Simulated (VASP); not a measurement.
All values below come from PBEsol GGA, VASP's PBE PAW potentials (set 64) (plane waves; VASP).

VASP ran on this input.

### KPOINTS
```
Automatic mesh
0
G
15 15 9
0 0 0
```

**POSCAR**
```
Ti
1
    1.3575801074    -2.3513978282     0.0000000000
    1.3575801074     2.3513978282     0.0000000000
   -0.0000000000     0.0000000000     4.3367841319
Ti
2
Direct
  0.3333330000   0.6666670000   0.2500000000
  0.6666670000   0.3333330000   0.7500000000
```

INCAR:
```
ALGO=Normal
EDIFF=1E-6
EDIFFG=-0.02
ENCUT=500
GGA=PS
IBRION=2
ISIF=3
ISMEAR=1
LASPH=.TRUE.
LCHARG=.FALSE.
LMAXMIX=4
LREAL=.FALSE.
LWAVE=.FALSE.
NELM=100
NSW=40
PREC=Accurate
PSTRESS=300
SIGMA=0.1
SYSTEM=Ti
```

POTCAR, in this order: Ti_sv (PBE.64 set). Program: vasp_std.

The run wrote:

OUTCAR:
```
 ion  position               nearest neighbor table
   1  0.333  0.667  0.250-   2 2.68   2 2.68   2 2.68   2 2.68   2 2.68   2 2.68
   2  0.667  0.333  0.750-   1 2.68   1 2.68   1 2.68   1 2.68   1 2.68   1 2.68
  LATTYP: Found a hexagonal cell.
 ALAT       =     2.7151603073
 C/A-ratio  =     1.5972479121
 Subroutine PRICEL returns:
 Original cell was already a primitive cell.
 Subroutine GETGRP returns: Found 24 space group operations
The static configuration has the point symmetry D_3d.
 The point group associated with its full space group is D_6h.
The dynamic configuration has the point symmetry D_3d.
 Subroutine INISYM returns: Found 24 space group operations
 Subroutine IBZKPT returns following result:
 Found    135 irreducible k-points:

 Following reciprocal coordinates:
            Coordinates               Weight
  0.000000  0.000000  0.000000      1.000000
  0.066667  0.000000  0.000000      6.000000
  0.133333  0.000000  0.000000      6.000000
  0.200000  0.000000  0.000000      6.000000
  0.266667  0.000000  0.000000      6.000000
  0.333333  0.000000  0.000000      6.000000
  0.400000 -0.000000  0.000000      6.000000
  0.466667  0.000000  0.000000      6.000000
  0.066667  0.066667  0.000000      6.000000
  0.133333  0.066667  0.000000     12.000000
  0.200000  0.066667  0.000000     12.000000
  0.266667  0.066667  0.000000     12.000000
  0.333333  0.066667  0.000000     12.000000
  0.400000  0.066667  0.000000     12.000000
  0.466667  0.066667  0.000000      6.000000
  0.133333  0.133333  0.000000      6.000000
  0.200000  0.133333  0.000000     12.000000
  0.266667  0.133333  0.000000     12.000000
  0.333333  0.133333  0.000000     12.000000
  0.400000  0.133333  0.000000     12.000000
  0.200000  0.200000  0.000000      6.000000
  0.266667  0.200000  0.000000     12.000000
...
```

**OSZICAR**
```
       N       E                     dE             d eps       ncg     rms          rms(c)
DAV:   1     0.239946783113E+03    0.23995E+03   -0.13273E+04  4320   0.191E+03
DAV:   2     0.103945080268E+02   -0.22955E+03   -0.22813E+03  4416   0.490E+02
DAV:   3    -0.168067410061E+02   -0.27201E+02   -0.26985E+02  8440   0.136E+02
DAV:   4    -0.176889389848E+02   -0.88220E+00   -0.88217E+00  4392   0.269E+01
DAV:   5    -0.177315150082E+02   -0.42576E-01   -0.42576E-01  6840   0.409E+00    0.161E+01
DAV:   6    -0.161708941116E+02    0.15606E+01   -0.51636E+00  5480   0.291E+01    0.507E+00
DAV:   7    -0.161683657811E+02    0.25283E-02   -0.90799E-01  6464   0.902E+00    0.229E+00
DAV:   8    -0.162191546222E+02   -0.50789E-01   -0.31023E-01  4904   0.715E+00    0.824E-01
DAV:   9    -0.162097291375E+02    0.94255E-02   -0.53210E-02  5248   0.307E+00    0.138E-01
DAV:  10    -0.162102603426E+02   -0.53121E-03   -0.34155E-03  5512   0.502E-01    0.859E-02
DAV:  11    -0.162102102467E+02    0.50096E-04   -0.33904E-04  6424   0.177E-01    0.122E-02
DAV:  12    -0.162102085999E+02    0.16468E-05   -0.12015E-05  6192   0.380E-02    0.576E-03
DAV:  13    -0.162102079723E+02    0.62763E-06   -0.15423E-06  3328   0.184E-02
   1 F= -.11025789E+02 E0= -.11026397E+02  d E =-.110258E+02
       N       E                     dE             d eps       ncg     rms          rms(c)
DAV:   1    -0.162366091608E+02   -0.26401E-01   -0.13989E-01  7112   0.544E+00    0.695E-01
DAV:   2    -0.162311141802E+02    0.54950E-02   -0.19747E-02  6208   0.181E+00    0.181E-01
DAV:   3    -0.162308762174E+02    0.23796E-03   -0.44555E-03  6352   0.514E-01    0.741E-02
DAV:   4    -0.162310388329E+02   -0.16262E-03   -0.60859E-04  5832   0.214E-01    0.299E-02
DAV:   5    -0.162311572921E+02   -0.11846E-03   -0.25468E-04  5728   0.106E-01    0.371E-02
DAV:   6    -0.162311866847E+02   -0.29393E-04   -0.66419E-05  6168   0.727E-02    0.884E-03
DAV:   7    -0.162311900007E+02   -0.33160E-05   -0.15012E-05  5656   0.261E-02    0.228E-03
DAV:   8    -0.162311901183E+02   -0.11752E-06   -0.54210E-07  2392   0.805E-03
   2 F= -.11025692E+02 E0= -.11026312E+02  d E =0.979651E-04
       N       E                     dE             d eps       ncg     rms          rms(c)
DAV:   1    -0.162198010884E+02    0.11389E-01   -0.60452E-02  7112   0.356E+00    0.457E-01
DAV:   2    -0.162174258606E+02    0.23752E-02   -0.83967E-03  6160   0.118E+00    0.121E-01
DAV:   3    -0.162173148429E+02    0.11102E-03   -0.19522E-03  6392   0.340E-01    0.492E-02
DAV:   4    -0.162173846635E+02   -0.69821E-04   -0.26554E-04  5776   0.142E-01    0.193E-02
DAV:   5    -0.162174373078E+02   -0.52644E-04   -0.10537E-04  5744   0.683E-02    0.241E-02
DAV:   6    -0.162174534641E+02   -0.16156E-04   -0.29236E-05  6160   0.470E-02    0.556E-03
DAV:   7    -0.162174559148E+02   -0.24507E-05   -0.64910E-06  5320   0.167E-02    0.162E-03
DAV:   8    -0.162174560559E+02   -0.14102E-06   -0.29261E-07  2240   0.614E-03
   3 F= -.11025825E+02 E0= -.11026436E+02  d E =-.354215E-04
```

File OUTCAR:
```
------------------------ aborting loop because EDIFF is reached ----------------------------------------
  FORCE on cell =-STRESS in cart. coord.  units (eV):
  Direction    XX          YY          ZZ          XY          YZ          ZX
  --------------------------------------------------------------------------------------
  Total        5.1973660      5.1973666      5.1660793      0.0000000      0.0000000     -0.0000000
  in kB      300.3313917    300.3314213    298.5234770      0.0000000      0.0000000     -0.0000000
  external PRESSURE =      -0.2712367 kB  Pullay stress =     300.0000000 kB
  volume of cell :       27.73
      direct lattice vectors                 reciprocal lattice vectors
     1.358337104 -2.352708995 -0.000000000     0.368097138 -0.212520971 -0.000000000
     1.358337104  2.352708995 -0.000000000     0.368097138  0.212520971  0.000000000
     0.000000000 -0.000000000  4.337978404     0.000000000  0.000000000  0.230522125
 POSITION                                       TOTAL-FORCE (eV/Angst)
 -----------------------------------------------------------------------------------
      1.35834      0.78424      1.08449         0.000000     -0.000000      0.000000
      1.35834     -0.78424      3.25348        -0.000000      0.000000      0.000000
 -----------------------------------------------------------------------------------
    total drift:                               -0.000135      0.001020     -0.000017
  FREE ENERGIE OF THE ION-ELECTRON SYSTEM (eV)
  ---------------------------------------------------
  free  energy   TOTEN  =       -16.2174560559 eV

  energy  without entropy=      -16.2192902279  energy(sigma->0) =      -16.21806745
  enthalpy is  TOTEN    =       -11.0258248950 eV   P V=        5.1916311609

 reached required accuracy - stopping structural energy minimisation
```
(Selected blocks of OUTCAR.)

File CONTCAR:
```
Ti
   1.00000000000000
     1.3583371043346903   -2.3527089946814264   -0.0000000000000000
     1.3583371043346903    2.3527089946814264   -0.0000000000000000
     0.0000000000000000   -0.0000000000000000    4.3379784037985694
  Ti
     2
Direct
     0.3333330000000032    0.6666669999999968    0.2500000000000000
     0.6666669999999968    0.3333330000000032    0.7500000000000000
```

OUTCAR:
```
 val. band max:       10.8265162217   @ k =   0.0667   0.0000   0.4444

 cond. band min:      10.8450204669   @ k =   0.4000   0.2000   0.2222


 Fermi energy:        10.8283222093

 k-point     1 :       0.0000    0.0000    0.0000
  band No.  band energies     occupation
      1     -45.5194      2.00000
      2     -45.1921      2.00000
      3     -22.5301      2.00000
      4     -21.2567      2.00000
      5     -21.2566      2.00000
      6     -21.1039      2.00000
      7     -21.0692      2.00000
      8     -21.0692      2.00000
      9       4.1586      2.00000
     10       7.4951      2.00000
     11      11.6728     -0.00000
     12      11.6728     -0.00000
     13      11.7742     -0.00000
     14      12.3437     -0.00000
     15      12.3478     -0.00000
     16      12.3478     -0.00000

 k-point     2 :       0.0667    0.0000    0.0000
  band No.  band energies     occupation
      1     -45.5086      2.00000
      2     -45.1875      2.00000
      3     -22.5101      2.00000
      4     -21.3004      2.00000
      5     -21.2709      2.00000
      6     -21.1144      2.00000
      7     -21.1117      2.00000
      8     -21.0744      2.00000
      9       4.3169      2.00000
     10       7.6236      2.00000
     11      11.3362     -0.00000
     12      11.7930     -0.00000
     13      11.9312     -0.00000
     14      12.0393     -0.00000
     15      12.2611     -0.00000
     16      12.4559     -0.00000

 k-point     3 :       0.1333    0.0000    0.0000
  band No.  band energies     occupation
      1     -45.4773      2.00000
      2     -45.1745      2.00000
      3     -22.4518      2.00000
      4     -21.4244      2.00000
      5     -21.3098      2.00000
      6     -21.2398      2.00000
      7     -21.1352      2.00000
      8     -21.0902      2.00000
      9       4.7730      2.00000
     10       7.9703      2.00000
     11      10.8673      0.39259
     12      11.1035     -0.00070
     13      11.9928     -0.00000
...
```

The compound is Ti in the hcp structure. This run relaxes it under an external pressure of 30 GPa. Symmetry was kept, so distortions that lower it aren't found.
